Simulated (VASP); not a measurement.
# Hf (P6_3/mmc) under biaxial (0001) strain of up to 2 %: normal strain, stress and strain energy with PBEsol

Compressing the basal plane of Hf by 2 % costs 14.71 meV/atom in these calculations, while stretching it by 2 % costs only 8.11 meV/atom. Yet the two stresses, −4.43 and 4.08 GPa, differ by less than a tenth in size. We have to know which column to believe before we can design a strained film.

Our brief is a coherent Hf (0001) seed layer, 10 nm thick. Its layer spacing must be at least 0.6 % smaller than in the relaxed crystal, and its in-plane force per width may not exceed 35 N/m. Among the rows that meet both limits we prefer the one that stores the least elastic energy. Strains are measured against the crystal relaxed with PBEsol, and the surface normal is free of stress.

## Set-up

The start is an entry of the ASE's table of reference states database. The crystal was relaxed with PBEsol. Equal strain is imposed in the (0001) plane; the strain along the normal is adjusted until the normal stress vanishes, and the atoms are relaxed with PBEsol. VASP 6.6.1, plane waves with PAW, cutoff 470 eV, no spin polarisation, no spin-orbit coupling, k mesh 21×21×12, static lattice. The same in all rows: band gap on the k mesh at PBEsol: 0.000 eV.

Notes on method and selection:

- Runs that did not converge, have known faults or may not be shown are not listed, and runs on Ansatz's PAW sets soft_1 and soft_2 are kept to separate tables.

Columns:

- strain (%): strain in the plane (tension positive).
- normal strain (%): strain along the normal.
- stress (GPa): in-plane stress, tension positive.
- strain energy (meV/atom): energy per atom above the relaxed crystal.

Input lines of one member:

```
PREC = Accurate
ENCUT = 470
EDIFF = 1E-07
NELM = 120
ISMEAR = 1
SIGMA = 0.15
LREAL = .FALSE.
ALGO = Normal
GGA = PS
NBANDS = 18
LASPH = .TRUE.
LORBIT = 11
KPAR = 2
IBRION = 1
NSW = 25
```

Command (options for logging and memory left out): `mpirun -np 2 vasp_std`

## Table of results

| member | strain (%) | normal strain (%) | stress (GPa) | strain energy (meV/atom) |
| --- | --- | --- | --- | --- |
| −2 % | −2.0 | 1.555 | −4.43 | 14.71 |
| −1.5 % | −1.5 | 1.158 | −3.29 | 8.86 |
| −1 % | −1.0 | 0.767 | −2.17 | 4.48 |
| −0.5 % | −0.5 | 0.374 | −1.07 | 1.61 |
| 0 % | 0.0 | 0.000 | 0.01 | 0.14 |
| +0.5 % | 0.5 | −0.366 | 1.06 | 0.08 |
| +1 % | 1.0 | −0.721 | 2.09 | 1.41 |
| +1.5 % | 1.5 | −1.065 | 3.10 | 4.09 |
| +2 % | 2.0 | −1.400 | 4.08 | 8.11 |

Least-squares fits to the whole series, with x = strain (%); R² and errors in the fitted variable (y, or ln y where the fit is in ln y):

| y | members | fit | R² | rms residual | leave-one-out rms | the same for the mean of the others |
| --- | --- | --- | --- | --- | --- | --- |
| normal strain (%) | 9 | y = 0.03356 − 0.7402 x | 1.00 | 0.029 | 0.040 | 1.1 |
| stress (GPa) | 9 | y = −0.06889 + 2.129 x | 1.00 | 0.067 | 0.095 | 3.1 |

## Interpretation

Each 1 % of in-plane strain adds 2.13 GPa of stress and changes the normal strain by −0.74 %. The innermost pair of strained rows gives (1.06 + 1.07) / 1.0 = 2.13 GPa per % and the outermost (4.08 + 4.43) / 4.0 = 2.13 GPa per %, so the biaxial modulus Y is 2.13 × 100 = 213 GPa. For a hexagonal crystal with a free normal,

Y = C₁₁ + C₁₂ − 2C₁₃²/C₃₃ and ε(normal) = −(2C₁₃/C₃₃) ε,

which gives C₁₃/C₃₃ = 0.74 / 2 = 0.37. The individual constants do not follow from this one type of strain.

The contraction has a geometric side. Near the ideal axial ratio, a normal strain of about −0.5 % per 1 % would keep the bonds between layers at constant length, and −2 % would keep the volume. The computed −0.74 % lies between: under tension the bonds between layers shorten slightly and make up for part of the density lost in the plane.

Linear elasticity holds to about 2 % in the stress at ±1 % strain and to about 4 % at ±2 %, where the line gives 2 × 2.13 = 4.26 GPa. The normal strain departs by about 5 % at ±2 %. Compression is the stiffer side, as expected from interatomic forces that rise more steeply when bonds are shortened.

The energy agrees with this modulus once opposite strains are averaged. At ±2 %, ((14.71 + 8.11) / 2 − 0.14) / 4 = 2.82 meV/atom per %²; ±0.5 % gives the same. In a linear solid this coefficient is Y times the atomic volume. For strain as a plain fraction it is 2.82 × 10 = 28.2 eV/atom, and 1 eV/Å³ is 160.2 GPa, hence 160.2 × 28.2 / 213 = 21.2 Å³ per atom, close to the volume per atom of the relaxed crystal.

## Members off the line

Largest departures from the fit to the whole series:

| member | normal strain (%) | fit | computed − fit | in rms residuals |
| --- | --- | --- | --- | --- |
| +2 % | −1.400 | −1.447 | +0.047 | 1.6 |
| −2 % | 1.555 | 1.514 | +0.041 | 1.4 |
| 0 % | 0.000 | 0.034 | −0.034 | 1.2 |
| −0.5 % | 0.374 | 0.404 | −0.030 | 1.0 |

The uneven strain energies are mostly numerical. Half the difference between opposite strains is (1.61 − 0.08) / 2 / 0.5 = 1.53 meV/atom per % at ±0.5 % and (14.71 − 8.11) / 2 / 2 = 1.65 at ±2 %. It is thus nearly linear in strain, whereas true anharmonicity would grow as the cube. At a fixed cutoff a larger cell receives more plane waves. The energies include this gain, but the stress is a derivative at a fixed set of plane waves and misses it (Pulay stress). The energy minimum therefore lies at about 1.53 / (2 × 2.82) = 0.27 % tension, although the computed stress vanishes near 0 %. The energies are thus counted from a cell that is not quite at their minimum, and single entries should not be read as elastic energies. The 0.14 meV/atom at zero strain is probably also an effect of the change of basis.

The part missing from the stress should be nearly the same in all rows, so the changes of stress and normal strain from the relaxed crystal can be trusted. The largest departures from the straight-line fit to the normal strain reflect its curvature. The −0.5 % row is the one most visibly off the smooth curve: a small compressive normal stress was left there, so its 0.374 % is too low by a few thousandths of a per cent.

## Choosing a member

The four compressed rows expand along the normal and the unstrained row does not change, so all five fail the brief. The tensile rows are screened with

F = σt and W = Yε²t,

where F is the force per width, W the stored energy per area, t = 10 nm and Y = 213 GPa; 1 GPa × 1 nm = 1 N/m = 1 J/m². We take W from the modulus because the energy column is not counted from its own minimum.

- **+0.5 %:** the contraction is 0.366 %, short of the required 0.6 %.
- **+1 %:** the contraction is 0.721 %, F = 2.09 × 10 = 20.9 N/m and W = 213 × 0.0001 × 10 = 0.21 J/m². It passes.
- **+1.5 %:** the contraction is 1.065 %, F = 3.10 × 10 = 31.0 N/m and W = 213 × 0.015 × 0.015 × 10 = 0.48 J/m². It passes.
- **+2 %:** F = 4.08 × 10 = 40.8 N/m, above the limit of 35 N/m.

For elastic properties of metals we allow PBEsol a rough error of 10 % either way. The +1 % row then keeps a contraction of at least 0.721 × 0.9 = 0.649 %, and the +1.5 % row a force of at most 31.0 × 1.1 = 34.1 N/m. The +0.5 % row still fails with 0.366 × 1.1 = 0.403 %, as does the +2 % row with 40.8 × 0.9 = 36.7 N/m. No verdict changes.

The pick is +1 %, with +1.5 % as runner-up at more than twice the stored energy. A required contraction above 0.72 % would reverse the order. Loss of coherence would overturn both, since the film would then shed its strain through dislocations or twins. Slip along the in-plane ⟨a⟩ directions cannot do this, because equal biaxial stress exerts no resolved shear on it; slip with a component along the normal is needed.

## Conclusions and limits

Between −2 % and +2 %, a modulus of 213 GPa and a normal strain of −0.74 % per 1 % reproduce the computed rows to about 5 %. When the basis changes with the cell, the modulus is best taken from the stress, or from energies averaged over opposite strains.

The omitted effect that far outweighs this nonlinearity is plastic relaxation. It lowers the stress and in a thick film can remove most of it, so the values in GPa apply only while the film stays coherent. Temperature is also left out; warming to room temperature typically softens such a metal by roughly 5 %, about as much as the nonlinearity at the ends of the series.

[Logs are printed without paths, hosts, clocks, repeated set-up lines and the standing remarks that a program may print on its own settings, such as how far it seeks lower states.]
